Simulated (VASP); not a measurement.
# A VASP study of GaP (PBE + D3(BJ)): structure first, properties next, part 7 of 7

What structure and properties does PBE + D3(BJ) give GaP, and how near are they to the measured ones? The start is a cell from a database of measured crystal structures.

VASP 6.6.1, plane waves and PAW; the level of theory is named at each step.

Still holding for the runs below: Spin-orbit coupling is off here; it would split degenerate levels.

So far, gap on the k-mesh (eV): step 3 (full relaxation (PBE + D3(BJ)), PBE with D3(BJ)) 1.58; step 7 (volume scan with PBE + D3(BJ), PBE with D3(BJ)) 1.46; step 8 (volume scan with PBE + D3(BJ) (run 2), PBE with D3(BJ)) 1.50; step 16 (independent-particle dielectric function (PBE + D3(BJ)), PBE with D3(BJ)) 1.59; step 18 (a semilocal run for the hybrid's start, PBE) 1.58.

## 20. Band structure (TB-mBJ) (continued)

Level of this step: TB-mBJ; plane waves and PAW (Ga_d, P) (VASP).

OUTCAR, selected parts (step 20):

```text
   NELECT =      18.0000    total number of electrons

 E-fermi :   4.8642

 k-point     1 :       0.0000    0.0000    0.0000
  band No.  band energies     occupation
    ...
      5      -9.9201      2.00000
      6      -7.7216      2.00000
      7       4.5663      2.00000
      8       4.5663      2.00000
      9       4.5667      2.00000
     10       7.5606      0.00000
     11       9.1760      0.00000
     12       9.1760      0.00000
     13       9.1787      0.00000
     14      14.4441      0.00000
    ...

  Total      -93.7597005    -93.7597005    -93.7597005     -0.0000000      0.0000000      0.0000000
  in kB    -3730.1005673  -3730.1005673  -3730.1005673     -0.0000000      0.0000000      0.0000000
  external PRESSURE =   -3730.1005673 kB  Pullay stress =       0.0000000 kB

 POSITION                                       TOTAL-FORCE (eV/Angst)
 -----------------------------------------------------------------------------------
      0.00000      0.00000      0.00000         0.000000      0.000000      0.000000
      1.36028      1.36028      1.36028        -0.000000     -0.000000     -0.000000
 -----------------------------------------------------------------------------------
    total drift:                                0.000055      0.000055      0.000054

  FREE ENERGIE OF THE ION-ELECTRON SYSTEM (eV)
  ---------------------------------------------------
  free  energy   TOTEN  =       131.4942916751 eV

  energy  without entropy=      131.4942916751  energy(sigma->0) =      131.49429168

[... 8 parts as in an earlier step ...]

[... 9 further parts left out ...]
```

This functional is a potential without an energy, so its energies, forces and stress mean nothing and are not read.

This step gave:

```yaml
scf_cycles: 38
bands: 21
irreducible_k_points: 20
fermi_energy: 4.864 eV
least_gap_on_mesh_and_path: 2.371 eV
least_direct_gap_on_mesh_and_path: 2.994 eV
conduction_bottom_at_k: 0.4286, 0.4286, 0
```

Electronic bands along the path, in eV, zero at the valence-band top; v1 is the highest filled band, c1 the lowest empty one:

```csv
point,v3,v2,v1,c1,c2,c3,c4
Γ,0.00,0.00,0.00,2.99,4.61,4.61,4.61
0.53 of the way,-3.64,-1.68,-1.68,2.86,4.41,7.74,7.74
X,-6.37,-2.55,-2.55,2.42,2.64,11.73,11.73
0.53 of the way,-6.26,-3.01,-2.92,3.59,3.85,9.13,9.16
W,-6.16,-3.35,-3.18,5.29,5.69,6.83,6.91
0.53 of the way,-6.16,-3.59,-2.57,3.79,5.57,7.81,8.22
K,-6.16,-3.68,-2.13,2.98,5.51,9.01,9.02
0.53 of the way,-3.67,-2.03,-0.53,4.14,5.48,5.60,6.63
Γ,0.00,0.00,0.00,2.99,4.61,4.61,4.61
0.53 of the way,-3.86,-0.66,-0.66,3.04,5.48,5.48,7.41
L,-6.28,-1.05,-1.05,2.61,5.40,5.40,9.24
0.47 of the way,-6.11,-2.58,-1.47,3.59,5.49,6.50,8.70
U,-6.16,-3.68,-2.13,2.98,5.51,9.01,9.02
0.47 of the way,-6.16,-3.59,-2.57,3.79,5.57,7.81,8.22
W,-6.16,-3.35,-3.18,5.29,5.69,6.83,6.91
0.47 of the way,-6.04,-3.07,-1.90,4.33,5.03,7.31,8.55
L,-6.28,-1.05,-1.05,2.61,5.40,5.40,9.24
0.47 of the way,-6.11,-2.58,-1.47,3.59,5.49,6.50,8.70
K,-6.16,-3.68,-2.13,2.98,5.51,9.01,9.02
jump to U,-6.16,-3.68,-2.13,2.98,5.51,9.01,9.02
0.47 of the way,-6.31,-3.09,-2.42,2.65,3.61,10.35,10.45
X,-6.37,-2.55,-2.55,2.42,2.64,11.73,11.73
```

Of the projections kept (Ga, P), the largest for each band there; the rest of the weight can lie on other orbitals:

| point | v3 | v2 | v1 | c1 | c2 | c3 | c4 |
| --- | --- | --- | --- | --- | --- | --- | --- |
| Γ | P 0.72 | P 0.72 | P 0.72 | P 0.51 | Ga 0.91 | Ga 0.91 | Ga 0.91 |
| X | Ga 0.71 | P 0.63 | P 0.63 | Ga 0.72 | Ga 0.77 | Ga 0.63 | Ga 0.63 |
| W | Ga 0.73 | P 0.64 | P 0.58 | P 0.61 | Ga 0.51 | Ga 0.96 | Ga 0.75 |
| K | Ga 0.71 | P 0.61 | P 0.64 | Ga 0.73 | Ga 0.53 | Ga 0.63 | Ga 0.54 |
| Γ | P 0.72 | P 0.72 | P 0.72 | P 0.51 | Ga 0.91 | Ga 0.91 | Ga 0.91 |
| L | Ga 0.59 | P 0.67 | P 0.67 | Ga 0.66 | Ga 0.84 | Ga 0.84 | P 0.63 |

The electronic bands as a text plot (rows in eV, shown from -6.4 to 8.1 only):

```
    7.8 |   ++         +  +                  +  +  +        +
    7.2 |            ++    ++         +      +   +  ++
    6.6 |   +         +  +++++++            +     ++       ++
    6.0 |                    +       +     + ++       ++  ++ +
    5.4 | ++         ++++     +++   +++++++++  ++++++  ++++
    4.8 |+  +        +         ++++++            + ++++       +
    4.2 | ++ ++     +  +    ++++                     +
    3.6 | +++  +   +      ++    +   +       ++  +     +   +++  +
    3.0 |+   +  + ++    ++       +++ ++++  +  ++       + +   ++ +
    2.4 |     +++++                      ++             +      ++
    1.8 |
    1.2 |
    0.6 |
    0.0 |*                     ******
   -0.6 | **                 ** *  * ***
   -1.2 |  **              **  **       *****         *****
   -1.8 |    **          **   *     *      * ***     * *  ****
   -2.4 |   *  ****    **    * *     *      *   *  ** *       ***
   -3.0 |          ****     * *              *   **  *     *   *
   -3.7 |    *        ******          *       *******       ***
   -4.3 |     *              *
   -4.9 |                   *          *
   -5.5 |      *           *            *
   -6.1 |       ***********              ************************
         Γ       X    W  K        Γ      L     U  W     L   K|U X
```

The gap moves by +0.79 eV against PBE with D3(BJ).

## 21. Results

```
relaxed volume                                             : 20.14 Å³/atom
relaxed conventional cell a, b, c                          : 5.441, 5.441, 5.441 Å
space group after relaxing, within 0.02 Å                  : F-43m (No. 216)
band gap                                                   : 1.58 eV, indirect (least direct gap of that run 1.87 eV)
gap among the points of the DOS mesh alone, an upper bound : 1.59 eV
bulk modulus from the fit                                  : 83.3 GPa
volume from the fit                                        : 20.2 Å³/atom
strongest peak of ε2, mean over directions                 : 4.43 eV
ε1 at zero frequency, no local fields, mean                : 11
band gap (PBE + D3(BJ) + SOC)                              : 1.55 eV, indirect (least direct gap of that run 1.84 eV)
band gap (HSE06)                                           : 2.30 eV, indirect (least direct gap of that run 2.87 eV)
band gap (TB-mBJ)                                          : 2.37 eV, indirect (least direct gap of that run 2.99 eV)
```

With PBE + D3(BJ), GaP relaxes to 20.14 Å³/atom in space group F-43m (held by the symmetry of the run), has an indirect gap of 1.58 eV (2.30 eV with HSE06) and has a bulk modulus of 83.3 GPa. Against the listed cell the volume lies -0.5 %. Bands along the symmetry lines (PBE + D3(BJ)): On this path the gap is indirect, 1.58 eV, with the valence top at Γ and the conduction bottom between Γ and X. The least direct gap is 1.87 eV. Bands along the symmetry lines (PBE + D3(BJ) + SOC): The path shows an indirect gap of 1.55 eV (valence top at Γ, conduction bottom between Γ and X). The least direct gap is 1.84 eV. Band structure (HSE06): On this path the gap is indirect, 2.30 eV, with the valence top at Γ and the conduction bottom between Γ and X. The least direct gap is 2.87 eV. Band structure (TB-mBJ): On this path the gap is indirect, 2.37 eV, with the valence top at Γ and the conduction bottom between Γ and X. The least direct gap is 2.99 eV. The other levels ran on the cell relaxed with PBE + D3(BJ), and without spin-orbit coupling unless named. LASPH was switched on together with spin-orbit coupling, so shifts put down to the coupling hold both changes. Semilocal functionals usually underestimate gaps. No search among competing phases was made, and a listed structure need not be the one stable at ambient conditions. All values are for a static lattice at zero temperature.

Computed beside measured:

| quantity | measured | Birch-Murnaghan fit, PBE with D3(BJ) |
| --- | --- | --- |
| bulk modulus (GPa) | 87.5 | 83 (-4.8 %) |

Measured values from arxiv:1709.06667 (2017).

Verdict: The bulk modulus is off by -4.8 %: good agreement. The grades are ours: good and fair within 5 and 12 % for the bulk modulus. For bulk modulus the calculation has a static lattice, without zero-point motion or thermal expansion.

[Lines on the potential files, build, host, timing and source positions are cut from VASP's logs without a mark.]

[Logs are printed without paths, hosts, clocks, repeated set-up lines and the standing remarks that a program may print on its own settings, such as how far it seeks lower states.]

[Hosts, paths, dates, database ids (printed as entryN), source tags and the programs' standing remarks are cut or masked in the printed files.]

[A measured line is paired with the nearest computed mode of its activity, which favours agreement.]
